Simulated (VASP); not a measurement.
# Ta2N: interstitial N from one void to a neighbouring one, part 2 of 4

Wanted: the minimum-energy path in Ta2N for this move: interstitial N from one void to a neighbouring one. The start is a computed cell from the Materials Project.

VASP 6.6.1; LDA; plane waves and PAW (Ta, N).

So far. Step 2 (Relax the host): The run ended after 9 ionic steps, 0.094 eV below its first step, once forces and stress met EDIFFG = -0.02.

### Step 3. Relax the start

System of this step: Ta16N9. The cell holds 25 atoms: 16 Ta and 9 N. Its edges and angles: a = 6.147 Å, b = 6.147 Å, c = 9.525 Å, α = 90.0°, β = 90.0°, γ = 120.0°. It derives from Ta2N. Nearest the centre at fractional (0.000, 0.250, 0.250): Ta1 at 1.47 Å, Ta13 at 1.49 Å, N25 at 1.52 Å, Ta9 at 2.58 Å, Ta11 at 2.61 Å, Ta7 at 2.63 Å, Ta5 at 2.64 Å, N19 at 2.80 Å.

A path needs two true minima; the start is relaxed with symmetry off.

The input, INCAR:

```
SYSTEM = Ta16N9
PREC = Normal
ENCUT = 400
EDIFF = 1E-05
NELM = 120
ISMEAR = 1
SIGMA = 0.15
LREAL = Auto
ALGO = Fast
GGA = CA
NBANDS = 81
LASPH = .TRUE.
LORBIT = 11
LWAVE = .FALSE.
LCHARG = .FALSE.
KPAR = 3
IBRION = 2
NSW = 60
ISIF = 2
EDIFFG = -0.05
POTIM = 0.4
MAXMIX = 40
ISYM = 0
```

The input, POSCAR:

```
Ta16N9
1.0
    6.1465399382      0.0000000000      0.0000000000
   -3.0732699690      5.3230597318      0.0000000000
    0.0000000000      0.0000000000      9.5248341132
Ta N
16 9
Direct
    0.1693346576      0.3364203480      0.1276266553
    0.1641271898      0.3367349705      0.6278700979
    0.1660111936      0.8355167321      0.1276983318
    0.1676771281      0.8334401224      0.6280807859
    0.6639643002      0.3327212420      0.1259204705
    0.6686898530      0.3334825788      0.6263187190
    0.6636392773      0.8323670010      0.1269499088
    0.6682009450      0.8381954385      0.6290467057
    0.3209628459      0.1595691951      0.3727002060
    0.3323609373      0.1674693741      0.8735235149
    0.3381354278      0.6624885404      0.3722743027
    0.3411951410      0.6690964834      0.8744594712
    0.8285647220      0.1604744567      0.3734188260
    0.8313823237      0.1620552134      0.8716325662
    0.8313240849      0.6631170103      0.3728608432
    0.8337108750      0.6668003725      0.8720040898
    0.0036061380      0.0033483260      0.0006737090
   -0.0012879135      0.0027489914      0.4989470892
    0.0008471884      0.4959730401      0.0019201746
   -0.0024112069      0.4953081538      0.4993408820
    0.5006885123      0.0010249419     -0.0020623732
    0.4967717029      0.0007498865      0.4990199312
    0.5021931507      0.5028536953     -0.0034620810
    0.5031283889      0.5046012896      0.4993752608
   -0.0012251003      0.0028263588      0.2505321804
```

The input, KPOINTS:

```
Automatic mesh
0
Gamma
3 3 2
0 0 0
```

PAW data sets: Ta and N (LDA family, release 64).

Run with:

```bash
mpirun -np 3 vasp_std
```

Log:

```text
[banner, memory and clock lines left out]
running    3 mpi-ranks, on    1 nodes
 distrk:  each k-point on    1 cores,    3 groups
 distr:  one band on    1 cores,    1 groups

 POSCAR found type information on POSCAR TaN
 POSCAR found :  2 types and      25 ions
 LDA part: xc-table for (Slater(with rela. corr.)+CA(PZ))
 , standard interpolation
 POSCAR, INCAR and KPOINTS ok, starting setup
 FFT: planning ... GRIDC
 FFT: planning ... GRID_SOFT
 FFT: planning ... GRID
 WAVECAR not read
 entering main loop
       N       E                     dE             d eps       ncg     rms          rms(c)
DAV:   1     0.370667614768E+03    0.37067E+03   -0.49215E+04  1620   0.112E+03
DAV:   2    -0.287752799132E+03   -0.65842E+03   -0.63491E+03  2118   0.240E+02
DAV:   3    -0.340637487332E+03   -0.52885E+02   -0.51204E+02  2144   0.651E+01
DAV:   4    -0.342148484127E+03   -0.15110E+01   -0.14839E+01  2112   0.106E+01
DAV:   5    -0.342194480825E+03   -0.45997E-01   -0.45730E-01  2168   0.164E+00    0.869E+01
RMM:   6    -0.314310662285E+03    0.27884E+02   -0.13503E+02  1628   0.288E+01    0.423E+01
RMM:   7    -0.312079886159E+03    0.22308E+01   -0.17515E+01  1641   0.116E+01    0.146E+01
RMM:   8    -0.312026310096E+03    0.53576E-01   -0.48035E+00  1720   0.553E+00    0.166E+00
RMM:   9    -0.312096061099E+03   -0.69751E-01   -0.10636E+00  1830   0.239E+00    0.996E-01
RMM:  10    -0.312091508249E+03    0.45529E-02   -0.15782E-01  1822   0.913E-01    0.524E-01
RMM:  11    -0.312089617741E+03    0.18905E-02   -0.43511E-02  1708   0.537E-01    0.244E-01
RMM:  12    -0.312089731073E+03   -0.11333E-03   -0.88857E-03  1822   0.226E-01    0.140E-01
RMM:  13    -0.312089521452E+03    0.20962E-03   -0.38761E-03  1883   0.140E-01    0.498E-02
RMM:  14    -0.312089711742E+03   -0.19029E-03   -0.15356E-03  1970   0.843E-02    0.686E-02
RMM:  15    -0.312089583778E+03    0.12796E-03   -0.27412E-04  1668   0.441E-02    0.331E-02
RMM:  16    -0.312089574687E+03    0.90914E-05   -0.40070E-04  1664   0.473E-02    0.150E-02
RMM:  17    -0.312089572384E+03    0.23035E-05   -0.29879E-05  1128   0.168E-02
   1 F= -.31208957E+03 E0= -.31208342E+03  d E =-.312090E+03
 curvature:   0.00 expect dE= 0.000E+00 dE for cont linesearch  0.000E+00
 trial: gam= 0.00000 g(F)=  0.789E+00 g(S)=  0.000E+00 ort = 0.000E+00 (trialstep = 0.100E+01)
 search vector abs. value=  0.789E+00
 bond charge predicted
       N       E                     dE             d eps       ncg     rms          rms(c)
DAV:   1    -0.312380750500E+03   -0.29118E+00   -0.10108E+02  1624   0.352E+01    0.365E+00
RMM:   2    -0.312765064886E+03   -0.38431E+00   -0.27378E+00  1654   0.484E+00    0.307E+00
RMM:   3    -0.312522993019E+03    0.24207E+00   -0.84593E-01  1665   0.259E+00    0.125E+00
RMM:   4    -0.312564898991E+03   -0.41906E-01   -0.64170E-01  1702   0.193E+00    0.993E-01
RMM:   5    -0.312537072252E+03    0.27827E-01   -0.13383E-01  1632   0.104E+00    0.259E-01
RMM:   6    -0.312539796553E+03   -0.27243E-02   -0.32438E-02  1902   0.425E-01    0.124E-01
RMM:   7    -0.312540155088E+03   -0.35854E-03   -0.46786E-03  1711   0.174E-01    0.111E-01
RMM:   8    -0.312540131320E+03    0.23768E-04   -0.11969E-03  1906   0.644E-02    0.751E-02
RMM:   9    -0.312540010075E+03    0.12124E-03   -0.98363E-04  1753   0.707E-02    0.115E-02
RMM:  10    -0.312540020377E+03   -0.10301E-04   -0.12791E-04  1714   0.293E-02    0.580E-03
RMM:  11    -0.312540024777E+03   -0.44006E-05   -0.44514E-05  1248   0.153E-02
   2 F= -.31254002E+03 E0= -.31253466E+03  d E =-.450452E+00
[... from here on, the cycles between the ionic steps are left out ...]
   3 F= -.31255086E+03 E0= -.31254545E+03  d E =-.461289E+00
   4 F= -.31261573E+03 E0= -.31261077E+03  d E =-.648648E-01
   5 F= -.31261944E+03 E0= -.31261474E+03  d E =-.685830E-01
   6 F= -.31262760E+03 E0= -.31262316E+03  d E =-.815667E-02
   7 F= -.31262766E+03 E0= -.31262326E+03  d E =-.821764E-02
   8 F= -.31263066E+03 E0= -.31262610E+03  d E =-.300092E-02
   9 F= -.31263108E+03 E0= -.31262646E+03  d E =-.341484E-02
 curvature:  -1.14 expect dE=-0.116E-02 dE for cont linesearch -0.593E-05
 trial: gam= 0.19253 g(F)=  0.102E-02 g(S)=  0.000E+00 ort = 0.166E-03 (trialstep = 0.122E+01)
 search vector abs. value=  0.128E-02
 bond charge predicted
       N       E                     dE             d eps       ncg     rms          rms(c)
DAV:   1    -0.312631589496E+03   -0.51629E-03   -0.17609E-01  1658   0.141E+00    0.130E-01
RMM:   2    -0.312631916885E+03   -0.32739E-03   -0.35204E-03  1674   0.182E-01    0.110E-01
RMM:   3    -0.312631763921E+03    0.15296E-03   -0.83795E-04  1753   0.745E-02    0.448E-02
RMM:   4    -0.312631773507E+03   -0.95859E-05   -0.26006E-04  1893   0.373E-02    0.295E-02
RMM:   5    -0.312631769278E+03    0.42287E-05   -0.56745E-05  1414   0.189E-02
  10 F= -.31263177E+03 E0= -.31262701E+03  d E =-.692318E-03
 trial-energy change:   -0.000692  1 .order   -0.000677   -0.001280   -0.000074
 step:   1.2929(harm=  1.2929)  dis= 0.00288  next Energy=  -312.631756 (dE=-0.679E-03)
 reached required accuracy - stopping structural energy minimisation
```

The job ended after 9.8 min (3 MPI ranks of AMD EPYC 7571, shared host; peak memory 0.76 GiB).

From OUTCAR (step 3):

```text
 Found     10 irreducible k-points:

   k-points           NKPTS =     10   k-points in BZ     NKDIM =     10   number of bands    NBANDS=     81

   dimension x,y,z NGX =    30 NGY =   30 NGZ =   48
   dimension x,y,z NGXF=    60 NGYF=   60 NGZF=   96

   ENCUT  =  400.0 eV  29.40 Ry    5.42 a.u.  10.02 10.02 15.53*2*pi/ulx,y,z

   NELECT =     125.0000    total number of electrons

 E-fermi :   8.3784

 k-point     1 :       0.0000    0.0000    0.0000
  band No.  band energies     occupation
    ...
     60       7.9456      2.00035
     61       7.9485      2.00039
     62       8.0652      2.01190
     63       8.0680      2.01269
     64       8.1958      2.07090
     65       8.4252      0.49939
     66       8.4313      0.44205
     67       8.7218     -0.00564
     68       8.9591     -0.00000
     69       9.3454     -0.00000
    ...

 k-point     2 :       0.3333    0.0000    0.0000
  band No.  band energies     occupation
    ...
     59       7.5076      2.00000
     60       7.6856      2.00000
     61       7.8736      2.00002
     62       7.8945      2.00005
     63       8.4077      0.67572
     64       8.6019     -0.05620
     65       8.6737     -0.01768
     66       8.7588     -0.00197
     67       8.9238     -0.00000
     68       9.3205     -0.00000
    ...

  Total       -2.0366199     -2.1134816     11.5283080      0.0189367     -0.0622341     -0.0274379
  in kB      -10.4705886    -10.8657471     59.2688754      0.0973566     -0.3199552     -0.1410627
  external PRESSURE =      12.6441799 kB  Pullay stress =       0.0000000 kB

  energy-cutoff  :      400.00
  volume of cell :      311.64
      direct lattice vectors                 reciprocal lattice vectors
     6.146539938  0.000000000  0.000000000     0.162693159  0.093930939  0.000000000
    -3.073269969  5.323059732  0.000000000     0.000000000  0.187861878  0.000000000
     0.000000000  0.000000000  9.524834113     0.000000000  0.000000000  0.104988705

 POSITION                                       TOTAL-FORCE (eV/Angst)
 -----------------------------------------------------------------------------------
      0.00051      1.77037      1.20273        -0.005295     -0.013520      0.004615
     -0.00348      1.78270      5.97854         0.007394     -0.003581     -0.006794
     -1.54132      4.44036      1.20057        -0.015437      0.002282      0.015118
     -1.53297      4.43092      5.97900         0.000687      0.002776     -0.009506
      3.07355      1.77653      1.17688        -0.017059     -0.016223     -0.005903
      3.07037      1.77424      6.02008         0.002387     -0.001056     -0.005752
      1.53941      4.44044      1.19954         0.024192     -0.000280      0.023537
      1.52433      4.43042      5.98031         0.012331      0.002993     -0.004870
      1.52796      0.88245      3.56033         0.000883      0.000470     -0.011726
      1.54543      0.89226      8.30308        -0.009948      0.000544      0.026072
     -0.00378      3.54660      3.58261         0.005337      0.012769      0.001529
     -0.00038      3.54833      8.26500        -0.006008      0.005328      0.001121
      4.61020      0.88205      3.55911         0.008525      0.000298     -0.022136
      4.60222      0.89213      8.30626        -0.002569     -0.001658     -0.002854
      3.06940      3.55212      3.55700         0.001597      0.006118     -0.003234
      3.07295      3.54059      8.30754        -0.000485     -0.002850      0.000508
      0.00168      0.00266      9.40802        -0.008842     -0.002604      0.006943
      3.06814      5.32108      4.87632         0.008818      0.002695     -0.001124
     -1.49942      2.68260      9.51478        -0.006686      0.003983      0.005647
      4.56960      2.63959      4.76984        -0.000901      0.004288     -0.003146
     -0.00086      5.28174      9.51367        -0.006730     -0.002216      0.000037
      3.06970      0.04095      4.77169        -0.000856      0.006953     -0.012545
      1.49851      2.68287      9.51441        -0.004504     -0.001344      0.000803
      1.57032      2.64003      4.77016         0.011378     -0.007016      0.001991
      3.07063      5.32246      2.37970         0.001789      0.000849      0.001669
 -----------------------------------------------------------------------------------
    total drift:                                0.026662     -0.000942     -0.008209

  FREE ENERGIE OF THE ION-ELECTRON SYSTEM (eV)
  ---------------------------------------------------
  free  energy   TOTEN  =      -312.6317692779 eV

  energy  without entropy=     -312.6175024154  energy(sigma->0) =     -312.62701366

 total charge
# of ion       s       p       d       tot
------------------------------------------
    1        0.590   0.941   3.646   5.177
    2        0.616   0.926   3.566   5.108
    3        0.590   0.940   3.647   5.177
    4        0.616   0.926   3.566   5.109
    5        0.596   0.891   3.513   5.000
    6        0.625   0.937   3.566   5.128
    7        0.590   0.941   3.648   5.179
    8        0.616   0.926   3.566   5.108
    9        0.590   0.941   3.648   5.178
   10        0.617   0.926   3.565   5.108
   11        0.596   0.892   3.513   5.000
   12        0.625   0.937   3.567   5.129
   13        0.590   0.940   3.646   5.176
   14        0.616   0.927   3.566   5.109
   15        0.590   0.940   3.646   5.176
   16        0.616   0.926   3.566   5.108
   17        1.250   2.509   0.000   3.759
   18        1.250   2.509   0.000   3.759
   19        1.247   2.500   0.000   3.747
   20        1.247   2.500   0.000   3.746
   21        1.247   2.500   0.000   3.747
   22        1.247   2.500   0.000   3.747
   23        1.247   2.500   0.000   3.746
   24        1.247   2.500   0.000   3.746
   25        1.236   2.583   0.000   3.819
--------------------------------------------------
tot         20.895  37.457  57.434 115.787

[... 1 part as in an earlier step ...]

[... 7 further parts left out ...]
```

Step by step:

| step | energy less that of the first step (eV) | largest force (eV/Å) |
| --- | --- | --- |
| 1 | 0.0000 | 2.5058 |
| 2 | -0.4505 | 0.6846 |
| 3 | -0.4613 | 0.4480 |
| 4 | -0.5262 | 0.1970 |
| 5 | -0.5299 | 0.2111 |
| 6 | -0.5380 | 0.0907 |
| 7 | -0.5381 | 0.1036 |
| 8 | -0.5411 | 0.0558 |
| 9 | -0.5415 | 0.0633 |
| 10 | -0.5422 | 0.0338 |

The atoms that moved most (Å):

| atom | dx | dy | dz | length |
| --- | --- | --- | --- | --- |
| N18 | 0.011 | -0.017 | 0.124 | 0.126 |
| N17 | -0.010 | -0.015 | -0.123 | 0.125 |
| Ta12 | -0.041 | -0.013 | -0.064 | 0.077 |
| Ta11 | -0.046 | 0.020 | 0.037 | 0.062 |
| Ta9 | 0.046 | 0.033 | 0.010 | 0.057 |
| Ta6 | -0.015 | -0.001 | 0.054 | 0.056 |
| N24 | 0.029 | -0.046 | 0.014 | 0.056 |
| N19 | 0.020 | 0.043 | -0.028 | 0.055 |

The relaxed structure:

```
Ta N
1.0
     6.14654    0.00000    0.00000
    -3.07327    5.32306    0.00000
     0.00000    0.00000    9.52483
Ta N
16 9
Direct
  0.16637 0.33258 0.12627
  0.16689 0.33490 0.62768
  0.16633 0.83418 0.12605
  0.16680 0.83240 0.62773
  0.66692 0.33374 0.12356
  0.66618 0.33331 0.63204
  0.66755 0.83419 0.12594
  0.66415 0.83231 0.62787
  0.33148 0.16578 0.37379
  0.33524 0.16762 0.87173
  0.33252 0.66627 0.37613
  0.33324 0.66660 0.86773
  0.83290 0.16570 0.37367
  0.83255 0.16760 0.87206
  0.83302 0.66731 0.37344
  0.83252 0.66514 0.87220
  0.00052 0.00050 0.98774
  0.99898 0.99963 0.51196
  0.00803 0.50396 0.99894
  0.99138 0.49588 0.50078
  0.49598 0.99224 0.99883
  0.50327 0.00769 0.50097
  0.49580 0.50401 0.99891
  0.50346 0.49596 0.50081
  0.99951 0.99989 0.24984
```

Numbers from this step:

| Property | Result |
| --- | --- |
| electronic cycles | 76 |
| electrons | 125 |
| free energy (TOTEN) | -312.6318 eV |
| energy at zero smearing | -312.6270 eV |
| Fermi energy | 8.378 eV |

The run ended after 10 ionic steps, 0.542 eV below its first step, once the forces on the free atoms met EDIFFG = -0.05.

(Part 2 of 4 ends here.)

[Lines on the potential files, build, host, timing and source positions are cut from VASP's logs without a mark.]

[Logs are printed without paths, hosts, clocks, repeated set-up lines and the standing remarks that a program may print on its own settings, such as how far it seeks lower states.]

[Hosts, paths, dates, database ids (printed as entryN), source tags and the programs' standing remarks are cut or masked in the printed files.]

[Runs that stopped without an error message from VASP are left out.]
